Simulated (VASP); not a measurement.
All values below come from PBE GGA, VASP's PBE PAW potentials (set 64) (plane waves; VASP).

A VASP calculation is set up with these files.

### INCAR
```
ALGO = Normal
EDIFF = 1E-6
ENCUT = 300
GGA = PE
ISIF = 2
ISMEAR = -1
ISPIN = 2
LASPH = T
LCHARG = F
LMAXMIX = 6
LORBIT = 11
LREAL = F
LWAVE = F
MAGMOM = 2.0 2.0 2.0 2.0
NELM = 100
PREC = Accurate
SIGMA = 0.1
SYSTEM = Pr
```

### KPOINTS
```
Automatic
0
Gamma
  7 7 2
0 0 0
```

POSCAR:
```
Pr
1
    3.5988940000     0.0000000000     0.0000000000
   -1.7994470000     3.1167340000     0.0000000000
    0.0000000000     0.0000000000    11.5794660000
Pr
4
Direct
  0.0000000000   0.0000000000   0.0000000000
  0.0000000000   0.0000000000   0.5000000000
  0.3333330000   0.6666670000   0.2500000000
  0.6666670000   0.3333330000   0.7500000000
```

POTCAR, in this order: Pr (PBE.64 set). Program: vasp_std.

The run wrote:

**OSZICAR**
```
...
DAV:  12    -0.292243513105E+02    0.17861E+01   -0.46751E+00  4184   0.135E+01    0.354E+01
DAV:  13    -0.280981963177E+02    0.11262E+01   -0.14482E+00  4218   0.715E+00    0.352E+01
DAV:  14    -0.292999416869E+02   -0.12017E+01   -0.57114E-01  4218   0.491E+00    0.365E+01
DAV:  15    -0.238605771799E+02    0.54394E+01   -0.47021E+00  3752   0.124E+01    0.273E+01
DAV:  16    -0.219688285447E+02    0.18917E+01   -0.55420E+00  4440   0.118E+01    0.170E+01
DAV:  17    -0.222130165862E+02   -0.24419E+00   -0.12826E+00  4086   0.573E+00    0.145E+01
DAV:  18    -0.225180706722E+02   -0.30505E+00   -0.86023E-01  4338   0.518E+00    0.182E+01
DAV:  19    -0.219646766789E+02    0.55339E+00   -0.38909E+00  3752   0.850E+00    0.129E+01
DAV:  20    -0.220550053770E+02   -0.90329E-01   -0.10912E+00  4210   0.398E+00    0.138E+01
DAV:  21    -0.221185902665E+02   -0.63585E-01   -0.50458E-01  4456   0.183E+00    0.162E+01
DAV:  22    -0.220845325642E+02    0.34058E-01   -0.24539E-01  3993   0.205E+00    0.144E+01
DAV:  23    -0.221208673125E+02   -0.36335E-01   -0.10270E-01  4376   0.777E-01    0.149E+01
DAV:  24    -0.220490526335E+02    0.71815E-01   -0.14813E+00  3714   0.442E+00    0.106E+01
DAV:  25    -0.222168498352E+02   -0.16780E+00   -0.62942E-01  4424   0.288E+00    0.144E+01
DAV:  26    -0.220156565892E+02    0.20119E+00   -0.59969E-01  3981   0.372E+00    0.134E+01
DAV:  27    -0.219141531074E+02    0.10150E+00   -0.18275E+00  3912   0.648E+00    0.649E+00
DAV:  28    -0.220006893874E+02   -0.86536E-01   -0.42536E-01  4408   0.261E+00    0.874E+00
DAV:  29    -0.219712837832E+02    0.29406E-01   -0.15779E-01  4277   0.193E+00    0.768E+00
DAV:  30    -0.219795997843E+02   -0.83160E-02   -0.88785E-02  4464   0.685E-01    0.821E+00
DAV:  31    -0.220912966908E+02   -0.11170E+00   -0.50899E-01  3912   0.277E+00    0.164E+01
DAV:  32    -0.220810618559E+02    0.10235E-01   -0.16178E-01  4196   0.151E+00    0.162E+01
DAV:  33    -0.220887854962E+02   -0.77236E-02   -0.98867E-02  4464   0.695E-01    0.173E+01
DAV:  34    -0.220784113095E+02    0.10374E-01   -0.57493E-02  4393   0.550E-01    0.172E+01
DAV:  35    -0.220191400846E+02    0.59271E-01   -0.58473E-02  3568   0.113E+00    0.160E+01
DAV:  36    -0.223265996833E+02   -0.30746E+00   -0.90465E-01  4040   0.308E+00    0.286E+01
DAV:  37    -0.223089782082E+02    0.17621E-01   -0.32373E-01  4136   0.196E+00    0.292E+01
DAV:  38    -0.223047048477E+02    0.42734E-02   -0.18046E-01  4240   0.865E-01    0.300E+01
DAV:  39    -0.219218484720E+02    0.38286E+00   -0.46290E-01  3953   0.283E+00    0.225E+01
DAV:  40    -0.218289020103E+02    0.92946E-01   -0.54213E-01  4296   0.236E+00    0.156E+01
DAV:  41    -0.218790086810E+02   -0.50107E-01   -0.27617E-01  4420   0.130E+00    0.139E+01
DAV:  42    -0.219284242358E+02   -0.49416E-01   -0.16251E-01  4208   0.124E+00    0.129E+01
DAV:  43    -0.219382538800E+02   -0.98296E-02   -0.99418E-02  4101   0.854E-01    0.125E+01
DAV:  44    -0.218792344285E+02    0.59019E-01   -0.26569E-01  3728   0.205E+00    0.114E+01
DAV:  45    -0.221011510553E+02   -0.22192E+00   -0.85167E-01  3936   0.353E+00    0.209E+01
DAV:  46    -0.221782203005E+02   -0.77069E-01   -0.28929E-01  4142   0.176E+00    0.217E+01
DAV:  47    -0.222155588806E+02   -0.37339E-01   -0.25202E-01  4344   0.119E+00    0.235E+01
DAV:  48    -0.222388485352E+02   -0.23290E-01   -0.21081E-01  4330   0.106E+00    0.242E+01
DAV:  49    -0.222107027250E+02    0.28146E-01   -0.30412E-01  3896   0.153E+00    0.239E+01
DAV:  50    -0.221075447840E+02    0.10316E+00   -0.35220E-01  3912   0.189E+00    0.211E+01
DAV:  51    -0.226388479509E+02   -0.53130E+00   -0.94733E-01  3810   0.433E+00    0.312E+01
DAV:  52    -0.224635874974E+02    0.17526E+00   -0.33242E-01  4174   0.230E+00    0.295E+01
DAV:  53    -0.219954586967E+02    0.46813E+00   -0.92652E-01  3552   0.401E+00    0.184E+01
DAV:  54    -0.219428220772E+02    0.52637E-01   -0.45429E-01  4448   0.247E+00    0.141E+01
DAV:  55    -0.218683997167E+02    0.74422E-01   -0.45544E-01  4320   0.217E+00    0.954E+00
DAV:  56    -0.218055212970E+02    0.62878E-01   -0.10366E+00  4168   0.346E+00    0.382E+00
DAV:  57    -0.218401025937E+02   -0.34581E-01   -0.46748E-01  4340   0.185E+00    0.457E+00
DAV:  58    -0.218514804797E+02   -0.11378E-01   -0.28254E-01  4416   0.114E+00    0.574E+00
DAV:  59    -0.218621584293E+02   -0.10678E-01   -0.19458E-01  4210   0.828E-01    0.630E+00
DAV:  60    -0.218867032111E+02   -0.24545E-01   -0.14472E-01  4280   0.626E-01    0.701E+00
DAV:  61    -0.219296463739E+02   -0.42943E-01   -0.11151E-01  3761   0.884E-01    0.713E+00
DAV:  62    -0.219052107693E+02    0.24436E-01   -0.81831E-02  4232   0.565E-01    0.740E+00
DAV:  63    -0.219312458401E+02   -0.26035E-01   -0.64069E-02  4057   0.502E-01    0.768E+00
DAV:  64    -0.219368978228E+02   -0.56520E-02   -0.50740E-02  4392   0.299E-01    0.803E+00
DAV:  65    -0.219098426003E+02    0.27055E-01   -0.41565E-02  3805   0.458E-01    0.763E+00
DAV:  66    -0.219030039155E+02    0.68387E-02   -0.77493E-02  4072   0.125E+00    0.534E+00
DAV:  67    -0.216124670956E+02    0.29054E+00   -0.23096E-01  3792   0.263E+00    0.503E+00
DAV:  68    -0.215675116530E+02    0.44955E-01   -0.85689E-02  4272   0.133E+00    0.562E+00
DAV:  69    -0.215303337705E+02    0.37178E-01   -0.48063E-02  4197   0.684E-01    0.600E+00
DAV:  70    -0.215870079325E+02   -0.56674E-01   -0.27065E-02  4240   0.460E-01    0.585E+00
DAV:  71    -0.219723409826E+02   -0.38533E+00   -0.63246E-01  3624   0.513E+00    0.387E+00
DAV:  72    -0.220007034730E+02   -0.28362E-01   -0.15287E-01  4333   0.212E+00    0.371E+00
DAV:  73    -0.220393001213E+02   -0.38597E-01   -0.11546E-01  4184   0.145E+00    0.283E+00
DAV:  74    -0.220366237376E+02    0.26764E-02   -0.77221E-02  4216   0.882E-01    0.301E+00
DAV:  75    -0.220456792552E+02   -0.90555E-02   -0.77472E-02  4232   0.873E-01    0.387E+00
DAV:  76    -0.220326573328E+02    0.13022E-01   -0.62739E-02  4256   0.798E-01    0.429E+00
DAV:  77    -0.220214611519E+02    0.11196E-01   -0.59391E-02  4200   0.733E-01    0.489E+00
DAV:  78    -0.220390108797E+02   -0.17550E-01   -0.35067E-02  4151   0.506E-01    0.501E+00
DAV:  79    -0.220397192812E+02   -0.70840E-03   -0.31937E-02  4264   0.375E-01    0.563E+00
DAV:  80    -0.220404958895E+02   -0.77661E-03   -0.24380E-02  4212   0.323E-01    0.549E+00
DAV:  81    -0.220412480451E+02   -0.75216E-03   -0.58163E-02  3848   0.104E+00    0.378E+00
DAV:  82    -0.220729003296E+02   -0.31652E-01   -0.54428E-02  4071   0.106E+00    0.291E+00
DAV:  83    -0.220804393799E+02   -0.75391E-02   -0.11569E-01  3981   0.131E+00    0.224E+00
DAV:  84    -0.220835757821E+02   -0.31364E-02   -0.54495E-02  4356   0.756E-01    0.275E+00
DAV:  85    -0.220759536232E+02    0.76222E-02   -0.41299E-02  4333   0.542E-01    0.280E+00
DAV:  86    -0.220782394416E+02   -0.22858E-02   -0.28660E-02  4456   0.369E-01    0.265E+00
DAV:  87    -0.220777539205E+02    0.48552E-03   -0.25380E-02  4120   0.352E-01    0.236E+00
DAV:  88    -0.220815553575E+02   -0.38014E-02   -0.20717E-02  4360   0.317E-01    0.207E+00
DAV:  89    -0.220826534246E+02   -0.10981E-02   -0.18004E-02  4384   0.240E-01    0.187E+00
DAV:  90    -0.220859961406E+02   -0.33427E-02   -0.17358E-02  4264   0.320E-01    0.184E+00
DAV:  91    -0.220912497982E+02   -0.52537E-02   -0.37648E-02  4304   0.708E-01    0.304E+00
DAV:  92    -0.221065594160E+02   -0.15310E-01   -0.29961E-02  4037   0.689E-01    0.430E+00
DAV:  93    -0.221079072373E+02   -0.13478E-02   -0.18090E-02  4336   0.350E-01    0.486E+00
DAV:  94    -0.221101642065E+02   -0.22570E-02   -0.15892E-02  4333   0.332E-01    0.551E+00
DAV:  95    -0.221096179050E+02    0.54630E-03   -0.11034E-02  4352   0.211E-01    0.575E+00
DAV:  96    -0.221143098944E+02   -0.46920E-02   -0.14770E-02  4056   0.383E-01    0.656E+00
DAV:  97    -0.221143573517E+02   -0.47457E-04   -0.89893E-03  4343   0.199E-01    0.682E+00
DAV:  98    -0.221132693103E+02    0.10880E-02   -0.63086E-03  3768   0.140E-01    0.699E+00
DAV:  99    -0.221120595719E+02    0.12097E-02   -0.46002E-03  3746   0.104E-01    0.702E+00
DAV: 100    -0.221078947421E+02    0.41648E-02   -0.40788E-03  3944   0.197E-01
   1 F= -.22107895E+02 E0= -.21730919E+02  d E =-.753952E+00  mag=    10.3233
```

OUTCAR:
```
------------------------ aborting loop EDIFF was not reached (unconverged)  ----------------------------
  FORCE on cell =-STRESS in cart. coord.  units (eV):
  Direction    XX          YY          ZZ          XY          YZ          ZX
  --------------------------------------------------------------------------------------
  Total       -2.4552065     -2.4552071     -5.3375784      0.0000000     -0.0000000      0.0000000
  in kB      -30.2859554    -30.2859626    -65.8411671      0.0000000     -0.0000000      0.0000000
  external PRESSURE =     -42.1376950 kB  Pullay stress =       0.0000000 kB
  volume of cell :      129.88
      direct lattice vectors                 reciprocal lattice vectors
     3.598894000  0.000000000  0.000000000     0.277863144  0.160424342  0.000000000
    -1.799447000  3.116734000  0.000000000     0.000000000  0.320848683  0.000000000
     0.000000000  0.000000000 11.579466000     0.000000000  0.000000000  0.086359768
 POSITION                                       TOTAL-FORCE (eV/Angst)
 -----------------------------------------------------------------------------------
      0.00000      0.00000      0.00000        -0.000000      0.000000      0.000000
      0.00000      0.00000      5.78973        -0.000000      0.000000      0.000000
     -0.00000      2.07782      2.89487         0.000000      0.000000      0.000000
      1.79945      1.03891      8.68460        -0.000000      0.000000     -0.000000
 -----------------------------------------------------------------------------------
    total drift:                                0.000000     -0.000000      0.000000
  FREE ENERGIE OF THE ION-ELECTRON SYSTEM (eV)
  ---------------------------------------------------
  free  energy   TOTEN  =       -22.1078947421 eV

  energy  without entropy=      -21.3539423018  energy(sigma->0) =      -21.73091852

 total charge

# of ion       s       p       d       f       tot
--------------------------------------------------
    1        1.984   5.278   0.649   1.840   9.751
    2        1.984   5.278   0.649   1.840   9.751
    3        1.986   5.280   0.649   2.407  10.322
    4        1.986   5.280   0.649   2.407  10.322
--------------------------------------------------
tot          7.940  21.117   2.595   8.492  40.145

 magnetization (x)

# of ion       s       p       d       f       tot
--------------------------------------------------
    1       -0.010  -0.034   0.138   1.752   1.847
    2       -0.010  -0.034   0.138   1.752   1.847
    3       -0.012  -0.032   0.095   2.320   2.372
    4       -0.012  -0.032   0.095   2.320   2.372
--------------------------------------------------
tot         -0.043  -0.132   0.468   8.144   8.437
```
(Selected blocks of OUTCAR.)

**stdout**
```
...
 -----------------------------------------------------------------------------
|                                                                             |
|           W    W    AA    RRRRR   N    N  II  N    N   GGGG   !!!           |
|           W    W   A  A   R    R  NN   N  II  NN   N  G    G  !!!           |
|           W    W  A    A  R    R  N N  N  II  N N  N  G       !!!           |
|           W WW W  AAAAAA  RRRRR   N  N N  II  N  N N  G  GGG   !            |
|           WW  WW  A    A  R   R   N   NN  II  N   NN  G    G                |
|           W    W  A    A  R    R  N    N  II  N    N   GGGG   !!!           |
|                                                                             |
|     The electronic self-consistency was not achieved in the given           |
|     number of steps (NELM). The forces and other quantities evaluated       |
|     might not be reliable so examine the results carefully. If you find     |
|     spurious results, we suggest increasing NELM, if you were close to      |
|     convergence or switching to a different ALGO or adjusting the           |
|     density mixing parameters otherwise.                                    |
|                                                                             |
 -----------------------------------------------------------------------------

 -----------------------------------------------------------------------------
|                                                                             |
|           W    W    AA    RRRRR   N    N  II  N    N   GGGG   !!!           |
|           W    W   A  A   R    R  NN   N  II  NN   N  G    G  !!!           |
|           W    W  A    A  R    R  N N  N  II  N N  N  G       !!!           |
|           W WW W  AAAAAA  RRRRR   N  N N  II  N  N N  G  GGG   !            |
|           WW  WW  A    A  R   R   N   NN  II  N   NN  G    G                |
|           W    W  A    A  R    R  N    N  II  N    N   GGGG   !!!           |
|                                                                             |
|     Your highest band is occupied at some k-points! Unless you are          |
|     performing a calculation for an insulator or semiconductor, without     |
|     unoccupied bands, you have included TOO FEW BANDS!! Please increase     |
|     the parameter NBANDS in file INCAR to ensure that the highest band      |
|     is unoccupied at all k-points. It is always recommended to include      |
|     a few unoccupied bands to accelerate the convergence of                 |
|     molecular-dynamics runs (even for insulators or semiconductors),        |
|     since the presence of unoccupied bands improves wavefunction            |
|     prediction and helps to suppress 'band-crossings'.                      |
|                                                                             |
 -----------------------------------------------------------------------------

   1 F= -.22107895E+02 E0= -.21730919E+02  d E =-.753952E+00  mag=    10.3233
```

The run did not converge; its last values are not results.

At this cut-off the stress carries a Pulay error, which pulls relaxed volumes low.

The structure was generated: Pr was put into an ordered model structure, which need not be its known phase. The cell was not relaxed at this level, and its volume differs by -5.9 % from the start's. VASP warned that the highest band is occupied, so more bands are needed.
